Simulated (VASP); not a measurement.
The system is Be2B3.

```
Be B
1.0
     3.31082    0.00000    0.00000
    -1.65541    2.86725    0.00000
     0.00000    0.00000    3.73900
Be B
2 3
Direct
  0.66667 0.33333 0.50000
  0.33333 0.66667 0.00000
  0.00000 0.00000 0.73449
  0.00000 0.00000 0.26551
  0.66667 0.33333 0.00000
```

The cell was built by a generator and needn't be a form met in nature.

The cell isn't the ideal one: species swapped into the Fe3Ge2 type (P-6m2, No. 187).

```yaml
Program: VASP 6.6.1
Task: relaxation of cell and atoms
Functional: PBE
Potentials_or_basis: VASP PAW PBE potentials, release 64 (Be, B)
Cutoff: 600 eV
k_mesh: 15 × 15 × 10
Occupations: gaussian, width 0.1 eV
Spin: no spin polarisation
```

At the start: pressure 0.9 GPa; volume 7.10 Å³/atom.

Problem. How do energy, volume and symmetry change on relaxing?

Solution. Over 23 steps the energy falls by 23.4 meV/atom and the volume is 7.59 Å³/atom (+6.9 %); space group P-6m2 (No. 187, to 0.05 Å).

The path:
```
step  energy change (eV)  largest force (eV/Å)  pressure (GPa)  volume (Å³)
   1              0.0000                0.1344            0.89        35.49
   2             -0.0297                0.4067            0.34        35.69
   3             -0.0892                0.4988            0.78        36.13
   4             -0.0944                0.1508            5.55        36.88
   5             -0.1029                0.4197            3.01        36.55
   6             -0.1143                0.0502            1.36        37.15
   7             -0.1145                0.1287            1.10        37.25
   8             -0.1145                0.1167            1.14        37.23
   9             -0.1157                0.0389            0.18        37.46
  10             -0.1158                0.0163           -0.10        37.53
  11             -0.1159                0.0085           -0.02        37.53
  12             -0.1160                0.0476            0.11        37.53
  13             -0.1160                0.0468            0.15        37.53
  14             -0.1162                0.0417            0.28        37.55
  15             -0.1165                0.0268            0.56        37.59
  16             -0.1162                0.0216            1.21        37.66
  17             -0.1165                0.0187            0.69        37.60
  18             -0.1166                0.0114            0.65        37.63
  19             -0.1169                0.0132            0.55        37.72
  20             -0.1170                0.0697            0.37        37.89
  21             -0.1170                0.0495            0.42        37.83
  22             -0.1172                0.0266            0.24        37.88
  23             -0.1172                0.0032            0.00        37.94
```

Final structure:
```
Be B
1.0
     3.53848    0.00000    0.00000
    -1.76924    3.06441    0.00000
     0.00000    0.00000    3.49923
Be B
2 3
Direct
  0.66667 0.33333 0.50000
  0.33333 0.66667 0.00000
  0.00000 0.00000 0.74978
  0.00000 0.00000 0.25022
  0.66667 0.33333 0.00000
```
